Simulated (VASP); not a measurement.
The input files of a VASP run:

File KPOINTS:
```
kpoints
0
gamma
14 14 14
0 0 0
```

### POSCAR
```
CoGa
5.8020620
  0.5000000011   0.0000000000   0.0000000000
  0.0000000000   0.5000000011   0.0000000000
  0.0000000000   0.0000000000   0.5000000011
Ga Co
1 1
direct
  0.5000000000   0.5000000000   0.5000000000
  0.0000000000   0.0000000000   0.0000000000
```

### INCAR
```
ALGO=Normal
EDIFF=1E-7
ENCUT=520
GGA=RE
ISIF=2
ISMEAR=-5
LASPH=.True.
LCHARG=.True.
LMAXMIX=4
LORBIT=11
LREAL=.False.
LWAVE=.False.
NEDOS=601
NELM=100
PREC=Accurate
SYSTEM=CoGa
```

POTCAR, in this order: Ga_d Co (PBE.64 set). Program: vasp_std.

Translate this revPBE calculation to Ansatz.

One equivalent input (not run):
Ansatz 0.2 input:
```yaml
crystal:
  lattice:
    - [2.9010310, 0.0000000, 0.0000000]
    - [0.0000000, 2.9010310, 0.0000000]
    - [0.0000000, 0.0000000, 2.9010310]
  atoms:
    - { symbol: Ga, position: [0.5000000, 0.5000000, 0.5000000] }
    - { symbol: Co, position: [0.0000000, 0.0000000, 0.0000000] }
kpoints:
  mp_grid: { grid: [14, 14, 14] }
hamiltonian:
  xc: revpbe
  pseudopotentials: { kind: paw }
scf:
  occupations: { method: tetrahedron }
  max_iter: 100
output: { forces: true, stress: true, eigenvalues: true }
```
The two are equivalent in intent, not identical: each code has its own PAW files, so the cut-off isn't converted (ENCUT is set for VASP's; basis.ecutwfc is left out, and Ansatz then takes the one that its files recommend); Ansatz stops its SCF on the density residual and VASP on the energy change (EDIFF).

The compound is CoGa in the CsCl type structure. It was relaxed first.
